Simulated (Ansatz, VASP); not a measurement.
# One calculation of CuSi, two programs

```
CELL_PARAMETERS angstrom
0.00000 2.66048 2.66048
2.66048 0.00000 2.66048
2.66048 2.66048 0.00000
ATOMIC_POSITIONS crystal
Si 0.00000 0.00000 0.00000
Cu 0.25000 0.25000 0.25000
```

Change from the starting cell: species swapped into the ZnS type (F-43m, No. 216).

Alike in both runs: functional PBE; k mesh 6 × 6 × 6; occupations gaussian, width 0.1 eV; no spin polarisation.

Ansatz relaxed the structure, and its values are those at the end. VASP's run is a single point on that final structure, the one shown.

|  | VASP | Ansatz |
| --- | --- | --- |
| version | VASP 6.6.1 | Ansatz 0.2.0 |
| potentials or method | VASP PAW PBE potentials, release 64 (Si, Cu) | scalar-relativistic, plane waves, PAW |
| plane-wave cutoff (eV) | 520 | 420 |
| valence electrons in the cell | 15 | 23 |

VASP gave:

| Property | Result |
| --- | --- |
| gap on the k mesh at the Fermi level (eV) | none |
| pressure (GPa) | 0.4 |

Problem. Estimate Ansatz's values.

Solution. gap on the k mesh at the Fermi level (eV): none; pressure (GPa): 0.1.

A gap of «none» marks a metal or a gap that the smearing closes. The two sets of potentials don't hold the same shells in valence.
